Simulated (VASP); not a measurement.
Consider the following.

```
CELL_PARAMETERS angstrom
      4.16149     0.00000     0.00000
      0.00000     4.16149     0.00000
      0.00000     0.00000     4.16149
ATOMIC_POSITIONS crystal
  Zr 0.00000 0.00000 0.00000
  Pb 0.50000 0.50000 0.50000
  O  0.50000 0.00000 0.00000
  O  0.00000 0.50000 0.00000
  O  0.00000 0.00000 0.50000
```

Level of theory: r2SCAN meta-GGA, VASP's PBE PAW potentials (set 64) (plane waves; VASP 6.6.1). Run with 520 eV cut-off, 7×7×7 Γ-centred mesh, Gaussian smearing of 0.010 eV, potentials Zr_sv Pb_d O.

Q: Estimate the energy per atom (σ→0).

A: 
| Quantity | Value |
|---|---|
| energy per atom (σ→0) | -22.072 eV/atom |

Only differences to runs with the same potentials and settings are physical.

The structure comes from a computed database's ZrPbO3 entry (Pm-3m); how it stands against other phases isn't given here. It was relaxed first.
